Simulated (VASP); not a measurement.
# WS2 (Tungstenite): structure and properties in VASP, part 2 of 2

How well does PBEsol reproduce what experiment finds for WS2 (Tungstenite)? The cell is relaxed first, and properties follow on it. The start is a cell from a database of measured crystal structures.

VASP 6.6.1, plane waves and PAW; the level of theory is named at each step.

So far, gap on the k-mesh (eV): step 2 (relaxing cell and atoms (PBEsol)) 1.21; step 5 (density of states (PBEsol)) 1.19.

The database entry behind the starting cell differs from later determinations by our own check (an axis about 1.4 % long against later determinations), so it need not match the best structure at ambient conditions.

### Step 6. Vibrations at Γ (PBEsol)

Zone-centre modes test whether the atoms sit at a minimum within this cell. IBRION = 8 takes the force constants from linear response, which needs tightly converged orbitals.

Input file INCAR:

```
SYSTEM = WS2
PREC = Accurate
ENCUT = 400
EDIFF = 1E-08
NELM = 100
ISMEAR = 0
SIGMA = 0.05
LREAL = .FALSE.
ALGO = Normal
GGA = PS
NBANDS = 24
LASPH = .TRUE.
LORBIT = 11
LWAVE = .FALSE.
LCHARG = .FALSE.
KPAR = 4
IBRION = 8
LEPSILON = .TRUE.
ISIF = 2
```

Input file POSCAR:

```
WS2
1.0
    3.1432285506      0.0000000000      0.0000000000
   -1.5716142753      2.7221157747      0.0000000000
    0.0000000000      0.0000000000     12.6686441095
W S
2 4
Direct
    0.3333333333      0.6666666667      0.2500000000
    0.6666666667      0.3333333333      0.7500000000
    0.3333333333      0.6666666667      0.6262648156
    0.6666666667      0.3333333333      0.1262648156
    0.3333333333      0.6666666667      0.8737351844
    0.6666666667      0.3333333333      0.3737351844
```

Input file KPOINTS:

```
Automatic mesh
0
Gamma
16 16 4
0 0 0
```

Potentials, in the order of the species: W and S (PBE family, release 64).

Command:

```sh
> mpirun -np 4 vasp_std
```

Elapsed: 9.9 min, on 4 MPI ranks of Intel Xeon 6975P-C (Granite Rapids), shared host; peak memory 7 GiB; 39 min of CPU time.

Energies printed during the response cycles are not total energies of the cell.

Numbers from this step:

```yaml
bands: 24
irreducible_k_points: 90
pressure_of_the_cell: -0.05167 GPa
largest_force_of_the_cell: 0.001883 eV/Å
fermi_energy: 6.163 eV
conduction_bottom_at_k: 0.1875, 0.1875, 0
least_direct_gap_at_k: 0.3125, 0.3125, 0
gap_on_the_k_mesh: 1.131 eV
least_direct_gap_on_the_k_mesh: 2.014 eV
```

Electronic dielectric tensor with local fields:

```
13.34  0.00  0.00
 0.00 13.34  0.00
 0.00  0.00  5.60
```

Ionic part of the static dielectric tensor:

```
0.0679 0.0000 0.0000
0.0000 0.0679 0.0000
0.0000 0.0000 0.0176
```

Born effective charge (e), principal values of the symmetric part by kind of site:

| atom | atoms with these values | low | middle | high | mean |
| --- | --- | --- | --- | --- | --- |
| W1 | 2 | -0.6734 | -0.6734 | -0.4203 | -0.5890 |
| S3 | 4 | 0.2102 | 0.3367 | 0.3367 | 0.2945 |

In full for W1:

```
-0.6734  0.0000  0.0000
 0.0000 -0.6734  0.0000
 0.0000  0.0000 -0.4203
```

Lines of the infrared spectrum (strongest = 100):

| position (cm⁻¹) | lines merged | squared mode dipole, relative |
| --- | --- | --- |
| 20 | 2 | 0.0 |
| 27 | 1 | 0.0 |
| 297 | 2 | 0.0 |
| 298 | 2 | 0.0 |
| 357 | 4 | 100 |
| 421 | 2 | 0.0 |
| 438 | 1 | 19 |
| 440 | 1 | 0.0 |

Transverse limit, no LO-TO splitting. The modes at Γ (shares of kinetic energy by element, %):

| mode | frequency (cm⁻¹) | symmetry | IR | W % | S % |
| --- | --- | --- | --- | --- | --- |
| 1 | 0.0 | acoustic | 1.0e-10 | 74 | 26 |
| 2 | 0.0 | acoustic | 1.0e-10 | 74 | 26 |
| 3 | 0.0 | acoustic | 5.6e-12 | 74 | 26 |
| 4 | 19.6 | E2g | 0 | 74 | 26 |
| 5 | 19.6 | E2g | 0 | 74 | 26 |
| 6 | 27.4 | Bg | 0 | 74 | 26 |
| 7 | 296.8 | E2u | 0 | 0 | 100 |
| 8 | 296.8 | E2u | 0 | 0 | 100 |
| 9 | 298.2 | E1g | 0 | 0 | 100 |
| 10 | 298.2 | E1g | 0 | 0 | 100 |
| 11 | 357.0 | E1u | 0.019 | 26 | 74 |
| 12 | 357.0 | E1u | 0.019 | 26 | 74 |
| 13 | 357.1 | E2g | 0 | 26 | 74 |
| 14 | 357.1 | E2g | 0 | 26 | 74 |
| 15 | 420.7 | Bu | 0 | 0 | 100 |
| 16 | 421.0 | A1g | 0 | 0 | 100 |
| 17 | 438.1 | A2u | 0.0074 | 26 | 74 |
| 18 | 439.9 | Bg | 0 | 26 | 74 |

Displacements in mode 4 (19.6 cm⁻¹), the largest set to 1:
```
W1   0.00 -1.00  0.00
W2   0.00  1.00  0.00
S3   0.00  1.00  0.00
S4   0.00 -1.00  0.00
S5   0.00  1.00  0.00
S6   0.00 -1.00  0.00
```

Displacements in mode 11 (357.0 cm⁻¹), the largest set to 1:
```
W1   0.00  0.35  0.00
W2   0.00  0.35  0.00
S3   0.00 -1.00  0.00
S4   0.00 -1.00  0.00
S5   0.00 -1.00  0.00
S6   0.00 -1.00  0.00
```

The Born charges sum to zero; the printed set may have that rule imposed, so this is no test. By the characters of their eigenvectors the optical modes sort into (cm⁻¹) Raman active: E2g 20, E1g 298, E2g 357, A1g 421; infrared active: E1u 357, A2u 438; silent: Bg 27, E2u 297, Bu 421, Bg 440. B labels carry no number here, since it depends on the setting of the axes. With a centre of inversion no mode is active in both.

### Step 7. Dielectric tensor and Born charges (PBEsol)

The response to a static field gives the electronic dielectric tensor and the Born charges. It needs tightly converged orbitals, hence the small EDIFF.

Changes to INCAR since step 6:

```diff
@@ -6,3 +6,3 @@
 ISMEAR = 0
-SIGMA = 0.05
+SIGMA = 0.01
 LREAL = .FALSE.
@@ -16,4 +16,2 @@
 KPAR = 4
-IBRION = 8
 LEPSILON = .TRUE.
-ISIF = 2
```

POSCAR is that of step 6.

Input file KPOINTS:

```
Automatic mesh
0
Gamma
18 18 4
0 0 0
```

Command:

```sh
> mpirun -np 4 vasp_std
```

It took 5.2 min on 4 MPI ranks; peak memory 4.4 GiB; 21 min of CPU time.

This step gave:

| Item | Value |
| --- | --- |
| irreducible k-points | 111 |
| Fermi energy | 6.023 eV |
| pressure | -0.05168 GPa |
| conduction bottom at k | 0.1667, 0.1667, 0 |
| least direct gap at k | 0.3333, 0.3333, 0 |
| gap on the k-mesh | 1.116 eV |
| least direct gap on the k-mesh | 1.871 eV |

Electronic dielectric tensor with local fields:

```
13.34  0.00  0.00
 0.00 13.34  0.00
 0.00  0.00  5.60
```

Born effective charge (e), principal values of the symmetric part by kind of site:

| atom | atoms with these values | low | middle | high | mean |
| --- | --- | --- | --- | --- | --- |
| W1 | 2 | -0.6735 | -0.6735 | -0.4204 | -0.5891 |
| S3 | 4 | 0.2102 | 0.3367 | 0.3367 | 0.2946 |

In full for W1:

```
-0.6735  0.0000  0.0000
 0.0000 -0.6735  0.0000
 0.0000  0.0000 -0.4204
```

The Born charges sum to zero; the printed set may have that rule imposed, so this is no test. The mean dielectric constant is 10.76 here and 10.76 on the 16×16×4 mesh of an earlier step, a measure of its convergence. Born charges and mode vectors give each infrared mode its dipole; summed over the modes, dipole squared over frequency squared adds 0.0512 to the electronic 10.8, for a mean static constant of 10.8. No Born charge exceeds 0.67 e in any direction, so infrared lines are weak.

### Step 8. Optical spectrum (PBEsol)

LOPTICS sums transitions from filled to empty bands. NBANDS is raised for it.

Input file INCAR:

```
SYSTEM = WS2
PREC = Accurate
ENCUT = 400
EDIFF = 1E-06
NELM = 100
ISMEAR = 0
SIGMA = 0.05
LREAL = .FALSE.
ALGO = Normal
GGA = PS
NBANDS = 66
LASPH = .TRUE.
LORBIT = 11
LWAVE = .FALSE.
LCHARG = .FALSE.
KPAR = 4
LOPTICS = .TRUE.
NEDOS = 1500
CSHIFT = 0.1
```

POSCAR is that of step 7.

Input file KPOINTS:

```
Automatic mesh
0
Gamma
10 10 3
0 0 0
```

Command:

```sh
> mpirun -np 4 vasp_std
```

Elapsed: 16 s, on 4 MPI ranks; peak memory 1.3 GiB; 64 s of CPU time.

These are independent-particle spectra without excitons or local fields. Their onset and peaks carry the functional's gap error, and fine structure and low peaks depend on the mesh and on CSHIFT.

This step gave:

```yaml
scf_cycles: 15
bands: 66
irreducible_k_points: 28
fermi_energy: 6.138 eV
pressure: -0.05189 GPa
conduction_bottom_at_k: 0.2, 0.2, 0
least_direct_gap_at_k: 0.3, 0.3, 0
gap_on_the_k_mesh: 1.189 eV
least_direct_gap_on_the_k_mesh: 2.202 eV
```

The imaginary dielectric function has structure finer than the step of the table below, so its rows give means over 1 eV, whole bins alone (the curve runs from 0 to 25.0 eV). Peaks (eV: height): xx 2.8: 22.8, 4.1: 16.4; zz 6.3: 19.2, 8.9: 13.6.

The imaginary dielectric function by photon energy; means over each step:

| photon energy (eV) | xx | zz |
| --- | --- | --- |
| 1 | 0.277 | 0.0626 |
| 2 | 4.78 | 0.280 |
| 3 | 17.7 | 3.24 |
| 4 | 14.0 | 4.58 |
| 5 | 13.2 | 9.30 |
| 6 | 9.79 | 15.7 |
| 7 | 7.54 | 8.11 |
| 8 | 4.85 | 7.36 |
| 9 | 4.12 | 11.0 |
| 10 | 4.59 | 7.19 |
| 11 | 4.34 | 4.59 |
| 12 | 3.61 | 2.96 |
| 13 | 2.54 | 2.00 |
| 14 | 2.23 | 1.92 |
| 15 | 1.68 | 2.06 |
| 16 | 1.31 | 1.10 |
| 17 | 0.914 | 0.602 |
| 18 | 0.673 | 0.532 |
| 19 | 0.545 | 0.402 |
| 20 | 0.346 | 0.360 |
| 21 | 0.251 | 0.232 |
| 22 | 0.214 | 0.208 |
| 23 | 0.190 | 0.181 |
| 24 | 0.210 | 0.151 |

Real dielectric function against photon energy:

| photon energy (eV) | xx | zz |
| --- | --- | --- |
| 0 | 13.9 | 8.80 |
| 1 | 15.0 | 9.09 |
| 2 | 22.1 | 10.3 |
| 3 | 10.7 | 10.7 |
| 4 | 8.14 | 11.4 |
| 5 | 0.651 | 12.4 |
| 6 | -0.564 | 7.87 |
| 7 | -3.36 | -1.27 |
| 8 | -2.53 | 3.32 |
| 9 | -1.25 | -0.528 |
| 10 | -1.21 | -3.24 |
| 11 | -0.535 | -3.60 |
| 12 | -1.95 | -3.23 |
| 13 | -1.64 | -2.41 |
| 14 | -1.47 | -1.18 |
| 15 | -1.60 | -1.92 |
| 16 | -1.30 | -1.89 |
| 17 | -1.12 | -1.23 |
| 18 | -0.841 | -0.942 |
| 19 | -0.704 | -0.678 |
| 20 | -0.568 | -0.469 |
| 21 | -0.306 | -0.325 |
| 22 | -0.200 | -0.173 |
| 23 | -0.0574 | -0.0860 |
| 24 | 0.0257 | 0.0286 |

Its static limit, 12.2, stands beside 10.8 from the response with local fields; local fields, the finite band count and the meshes make the difference. This mesh misses the point of the least direct gap (1.87 eV in the band run), so the true onset lies lower. The mean of ε2 over directions passes 5 % of its top at 1.86 eV, against a least direct gap of 2.20 eV on this mesh; what lies under the gap is the tail of the broadening by CSHIFT. The indirect gap (1.11 eV in the band run) doesn't show, since phonons are left out.

### Step 9. Core-level energies (PBEsol)

Core levels shift with the potential at each site, so they tell like atoms on unlike sites apart.

Changes to INCAR since step 8:

```diff
@@ -10,3 +10,3 @@
 GGA = PS
-NBANDS = 66
+NBANDS = 24
 LASPH = .TRUE.
@@ -16,4 +16,2 @@
 KPAR = 4
-LOPTICS = .TRUE.
-NEDOS = 1500
-CSHIFT = 0.1
+ICORELEVEL = 1
```

POSCAR is that of step 8.

Input file KPOINTS:

```
Automatic mesh
0
Gamma
7 7 2
0 0 0
```

Command:

```sh
> mpirun -np 4 vasp_std
```

Run time: 5.6 s. Hardware: 4 MPI ranks; peak memory 0.84 GiB.

These are scalar-relativistic Kohn-Sham levels of the ground state, with no core hole, so they are not binding energies.

Numbers from this step:

```yaml
scf_cycles: 14
bands: 24
irreducible_k_points: 16
free_energy_toten: -50.6694 eV
fermi_energy: 6.199 eV
pressure: -0.05303 GPa
conduction_bottom_at_k: 0.1429, 0.1429, 0
least_direct_gap_at_k: 0.1429, 0, 0
gap_on_the_k_mesh: 1.212 eV
least_direct_gap_on_the_k_mesh: 2.402 eV
```

Kohn-Sham core levels. Core levels, by row:

| atom | shell | level below the valence-band top (eV) |
| --- | --- | --- |
| W1 | 1s | 69463 |
| W1 | 2s | 11984 |
| W1 | 2p | 10478 |
| W1 | 3s | 2757 |
| W1 | 3p | 2311 |
| W1 | 3d | 1799 |
| W1 | 4s | 565.3 |
| W1 | 4p | 419.1 |
| W1 | 4d | 234 |
| W1 | 4f | 28.84 |
| W1 | 5s | 74.45 |
| W1 | 5p | 38.63 |
| W2 | 1s | 69463 |
| W2 | 2s | 11984 |
| W2 | 2p | 10478 |
| W2 | 3s | 2757 |
| W2 | 3p | 2311 |
| W2 | 3d | 1799 |
| W2 | 4s | 565.3 |
| W2 | 4p | 419.1 |
| W2 | 4d | 234 |
| W2 | 4f | 28.84 |
| W2 | 5s | 74.45 |
| W2 | 5p | 38.63 |
| S3 | 1s | 2400 |
| S3 | 2s | 206.1 |
| S3 | 2p | 150.8 |
| S4 | 1s | 2400 |
| S4 | 2s | 206.1 |
| S4 | 2p | 150.8 |
| S5 | 1s | 2400 |
| S5 | 2s | 206.1 |
| S5 | 2p | 150.8 |
| S6 | 1s | 2400 |
| S6 | 2s | 206.1 |
| S6 | 2p | 150.8 |

Atoms of one element give levels within 0.1 eV of each other.

### Step 10. Bands along the symmetry lines (PBEsol + SOC)

This step: PBEsol, spin-orbit coupling; plane waves and PAW (W, S) (VASP 6.6.1).

Levels along the symmetry lines show where the bands peak and cross; KPOINTS_OPT computes them in the converged potential. Spin-orbit coupling needs spinors and the noncollinear program, where each band holds one electron.

Changes to INCAR since step 9:

```diff
@@ -10,4 +10,9 @@
 GGA = PS
-NBANDS = 24
+LNONCOLLINEAR = .TRUE.
+MAGMOM = 0 0 0 0 0 0 0 0 0 0 0 0 0 0 0 0 0 0
+NBANDS = 48
+GGA_COMPAT = .FALSE.
 LASPH = .TRUE.
+LSORBIT = .TRUE.
+LMAXMIX = 4
 LORBIT = 11
@@ -16,2 +21 @@
 KPAR = 4
-ICORELEVEL = 1
```

POSCAR is that of step 9.

Input file KPOINTS:

```
Automatic mesh
0
Gamma
6 6 2
0 0 0
```

Input file KPOINTS_OPT:

```
Line mode
16
Line-mode
Reciprocal
  0.00000000   0.00000000   0.00000000 GAMMA
  0.50000000   0.00000000   0.00000000 M

  0.50000000   0.00000000   0.00000000 M
  0.33333333   0.33333333   0.00000000 K

  0.33333333   0.33333333   0.00000000 K
  0.00000000   0.00000000   0.00000000 GAMMA

  0.00000000   0.00000000   0.00000000 GAMMA
  0.00000000   0.00000000   0.50000000 A

  0.00000000   0.00000000   0.50000000 A
  0.50000000   0.00000000   0.50000000 L

  0.50000000   0.00000000   0.50000000 L
  0.33333333   0.33333333   0.50000000 H

  0.33333333   0.33333333   0.50000000 H
  0.00000000   0.00000000   0.50000000 A

  0.50000000   0.00000000   0.50000000 L
  0.50000000   0.00000000   0.00000000 M

  0.33333333   0.33333333   0.00000000 K
  0.33333333   0.33333333   0.50000000 H
```

Command:

```sh
> mpirun -np 4 vasp_ncl
```

Run time: 1.8 min. Hardware: 4 MPI ranks; peak memory 1.8 GiB.

This step gave:

```yaml
scf_cycles: 15
bands: 48
irreducible_k_points: 14
free_energy_toten: -50.9828 eV
fermi_energy: 6.174 eV
pressure: -0.1007 GPa
least_gap_on_mesh_and_path: 1.062 eV
least_direct_gap_on_mesh_and_path: 1.668 eV
conduction_bottom_at_k: 0.1778, 0.1778, 0
least_direct_gap_at_k: 0.3333, 0.3333, 0
```

On-site spin-orbit energy by atom:

| atom | on-site spin-orbit energy (eV) |
| --- | --- |
| W1 | -0.318 |
| W2 | -0.318 |
| S3 | -0.003 |
| S4 | -0.003 |
| S5 | -0.003 |
| S6 | -0.003 |

The electronic bands at the labelled points (eV, zero at the valence-band top; v1 is the highest filled band, c1 the lowest empty one):

| point | v4 | v3 | v2 | v1 | c1 | c2 | c3 | c4 |
| --- | --- | --- | --- | --- | --- | --- | --- | --- |
| Γ | -1.11 | -1.11 | 0.00 | 0.00 | 2.38 | 2.38 | 2.40 | 2.40 |
| 0.47 of the way | -1.42 | -1.42 | -1.29 | -1.29 | 1.41 | 1.41 | 2.03 | 2.03 |
| M | -1.46 | -1.46 | -1.42 | -1.42 | 2.34 | 2.34 | 2.37 | 2.37 |
| 0.47 of the way | -1.20 | -1.20 | -0.82 | -0.82 | 2.03 | 2.03 | 2.26 | 2.26 |
| K | -0.75 | -0.75 | -0.30 | -0.30 | 1.36 | 1.36 | 1.41 | 1.41 |
| 0.53 of the way | -1.48 | -1.48 | -1.29 | -1.29 | 1.10 | 1.10 | 1.87 | 1.87 |
| Γ | -1.11 | -1.11 | 0.00 | 0.00 | 2.38 | 2.39 | 2.40 | 2.40 |
| 0.47 of the way | -0.76 | -0.76 | -0.07 | -0.07 | 2.38 | 2.38 | 2.40 | 2.40 |
| A | -0.32 | -0.32 | -0.32 | -0.32 | 2.39 | 2.39 | 2.39 | 2.40 |
| 0.47 of the way | -1.30 | -1.30 | -1.30 | -1.30 | 1.76 | 1.76 | 1.76 | 1.76 |
| L | -1.44 | -1.44 | -1.44 | -1.44 | 2.36 | 2.36 | 2.36 | 2.36 |
| 0.47 of the way | -1.16 | -1.16 | -0.84 | -0.84 | 2.05 | 2.05 | 2.25 | 2.25 |
| H | -0.74 | -0.74 | -0.33 | -0.33 | 1.37 | 1.37 | 1.41 | 1.41 |
| 0.53 of the way | -1.48 | -1.48 | -1.28 | -1.28 | 1.36 | 1.36 | 1.60 | 1.60 |
| A | -0.32 | -0.32 | -0.32 | -0.32 | 2.39 | 2.39 | 2.39 | 2.39 |
| jump to L | -1.44 | -1.44 | -1.44 | -1.44 | 2.36 | 2.36 | 2.36 | 2.36 |
| 0.53 of the way | -1.46 | -1.46 | -1.42 | -1.42 | 2.35 | 2.35 | 2.37 | 2.37 |
| M | -1.46 | -1.46 | -1.42 | -1.42 | 2.34 | 2.34 | 2.37 | 2.37 |
| jump to K | -0.75 | -0.75 | -0.30 | -0.30 | 1.36 | 1.36 | 1.41 | 1.41 |
| 0.47 of the way | -0.75 | -0.75 | -0.32 | -0.32 | 1.37 | 1.37 | 1.41 | 1.41 |
| H | -0.74 | -0.74 | -0.33 | -0.33 | 1.37 | 1.37 | 1.41 | 1.41 |

Of the projections kept (W, S), the largest for each band there, as a share of the weight inside these atoms' spheres; weight between the spheres isn't counted:

| point | v4 | v3 | v2 | v1 | c1 | c2 | c3 | c4 |
| --- | --- | --- | --- | --- | --- | --- | --- | --- |
| Γ | W 0.83 | W 0.83 | W 0.73 | W 0.73 | W 0.53 | W 0.53 | W 0.52 | W 0.50 |
| M | S 0.54 | S 0.54 | W 0.68 | W 0.68 | W 0.96 | W 0.96 | W 0.95 | W 0.95 |
| K | W 0.83 | W 0.83 | W 0.81 | W 0.81 | W 0.94 | W 0.94 | W 0.95 | W 0.95 |
| Γ | W 0.83 | W 0.83 | W 0.73 | W 0.73 | W 0.53 | W 0.52 | W 0.50 | S 0.53 |
| A | W 0.70 | W 0.70 | W 0.70 | W 0.70 | W 0.52 | W 0.52 | W 0.52 | W 0.52 |
| L | W 0.59 | W 0.59 | W 0.59 | W 0.59 | W 0.96 | W 0.96 | W 0.96 | W 0.96 |

The gap moves by -0.05 eV against PBEsol, which ran on another mesh.

The path shows an indirect gap of 1.06 eV (valence top at Γ, conduction bottom between K and Γ). The least direct gap is 1.67 eV.

### Step 11. Ionic relaxation at fixed cell (PBEsol) with a changed input

This step: PBEsol; plane waves and PAW (W, S) (VASP 6.6.1).

This run is made with a changed input; what comes of it follows.

Input file INCAR:

```
SYSTEM = WS2
PREC = Accurate
ENCUT = 400
EDIFF = 1E-06
NELM = 56
ISMEAR = 0
SIGMA = 0.05
LREAL = .FALSE.
ALGO = Normal
GGA = PS
NBANDS = 24
LASPH = .TRUE.
LORBIT = 11
LWAVE = .FALSE.
LCHARG = .FALSE.
KPAR = 4
IBRION = 2
NSW = 2
ISIF = 2
EDIFFG = -0.01
```

POSCAR is that of step 10.

Input file KPOINTS:

```
Automatic mesh
0
Gamma
7 7 2
0 0 0
```

Command:

```sh
> mpirun -np 4 vasp_std
```

It took 5.6 s on 4 MPI ranks; peak memory 0.81 GiB.

The run converged. In energy (within 2 meV an atom) it ends like the sound relaxation.

Energy and pressure equal those of the sound run on this cell, within 0.05 meV an atom and 0.01 GPa.

Settings moved from the usual: NELM = 56 and NSW = 2.

### Step 12. Outcome

| Quantity | Value |
| --- | --- |
| relaxed volume | 18.07 Å³/atom |
| relaxed conventional cell a, b, c | 3.143, 3.143, 12.669 Å; angles 90.0, 90.0, 120.0° |
| space group after relaxing, within 0.02 Å | P6_3/mmc (No. 194) |
| band gap | 1.11 eV, indirect (least direct gap of that run 1.87 eV) |
| gap among the points of the DOS mesh alone, an upper bound | 1.19 eV |
| highest zone-centre mode | 440 cm⁻¹ |
| static dielectric constant from modes and Born charges, mean | 10.8 |
| electronic dielectric constant, mean | 10.8 |
| strongest peak of ε2, mean over directions | 2.79 eV |
| ε1 at zero frequency, no local fields, mean | 12.2 |
| shallowest level of the frozen cores | W1 4f, 28.8 eV deep |
| band gap (PBEsol + SOC) | 1.06 eV, indirect (least direct gap of that run 1.67 eV) |

What this shows: With PBEsol, WS2 (Tungstenite) relaxes to 18.07 Å³/atom in space group P6_3/mmc (held by the symmetry of the run) and has an indirect gap of 1.11 eV. Against the listed cell the volume lies -1.0 % (a -1.2 %, c +1.3 %). Vibrations at Γ (PBEsol): The highest mode in this list at Γ, 439.9 cm⁻¹, is mostly motion of S (74 % of the kinetic energy). Dielectric tensor and Born charges (PBEsol): The principal values of the electronic dielectric tensor with local fields are 5.60, 13.34 and 13.34. Dielectric tensor and Born charges (PBEsol): Mean Born effective charge: W1 -0.5891, S3 0.2946 e. Bands along the symmetry lines (PBEsol + SOC): The path shows an indirect gap of 1.06 eV (valence top at Γ, conduction bottom between K and Γ). The least direct gap is 1.67 eV. Semilocal functionals usually underestimate gaps. Modes at Γ alone can't show that the crystal is stable at other wave vectors, and the LO-TO splitting is not included. The bonds form layers, and without a dispersion term the spacing between them, and what depends on it, is unreliable. No search among competing phases was made, and a listed structure need not be the one stable at ambient conditions. All values are for a static lattice at zero temperature.

Computed beside measured:

| quantity | measured | PBEsol |
| --- | --- | --- |
| lattice constant a (Å) | 3.1532 | 3.143 (-0.3 %) |
| lattice constant c (Å) | 12.323 | 12.669 (+2.8 %) |
| Raman mode, A1g (out-of-plane) (cm⁻¹) | 421 | 421 (+0.0 %) |

Measured values from arxiv:1208.1325 (2012).

**Verdict.** The lattice constant a is off by -0.3 %: good agreement. The lattice constant c is off by +2.8 %: a clear miss. The Raman mode matches within 0.05 %: good agreement. The grades are ours: good and fair within 0.7 and 1.5 % for the lattice constant a, 0.8 and 2 % for the lattice constant c and 3 and 7 % for the Raman mode. 1 further measured lines are left out: they lack a usable label, or no computed mode of their label or degeneracy could be paired (by label, or within 15 % without labels). Zero-point motion and thermal expansion (measured at up to 300 K) are not in the computed lattice constants and Raman mode.

[Lines on the potential files, build, host, timing and source positions are cut from VASP's logs without a mark.]

[Logs are printed without paths, hosts, clocks, repeated set-up lines and the standing remarks that a program may print on its own settings, such as how far it seeks lower states.]

[Hosts, paths, dates, database ids (printed as entryN), source tags and the programs' standing remarks are cut or masked in the printed files.]

[A measured line is paired with the nearest computed mode of its activity, which favours agreement.]

[In band tables of VASP the shares of atoms and orbitals are scaled to a sum of 1 inside the atoms' spheres.]
